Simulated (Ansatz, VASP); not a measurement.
# One calculation of SnC3, two programs

```
C Sn
1.0
     1.56695    0.90468    5.17135
    -1.56695    0.90468    5.17135
     0.00000   -1.80936    5.17135
C Sn
3 1
Direct
  0.01426 0.01426 0.01426
  0.47755 0.47755 0.47755
  0.38333 0.38333 0.38333
  0.87486 0.87486 0.87486
```

Alike in both runs: task single point; functional r2SCAN; k mesh 6 × 6 × 6; occupations fermi-dirac, width 0.02 eV; no spin polarisation.

```csv
,VASP,Ansatz
version,VASP 6.6.1,Ansatz 0.2.0
potentials or method,"VASP PAW PBE potentials, release 64 (C, Sn_d)",plane waves
plane-wave cutoff (eV),520,500
valence electrons in the cell,26,26
```

VASP gave:

- pressure (GPa): 0.4
- rms of the force components (eV/Å): 0.037

Q: Estimate Ansatz's values.

A: Pressure (GPa): -0.1; rms of the force components (eV/Å): 0.016.

Atom by atom the forces differ by 0.021 eV/Å (rms over components). The functional is the same, so the differences come from potentials, cutoffs and numerics.

Caveats: the k mesh is coarse (spacing up to 0.39 Å⁻¹), so the values aren't converged; the PAW data sets were made with another functional, which shifts forces and pressure a little (VASP).
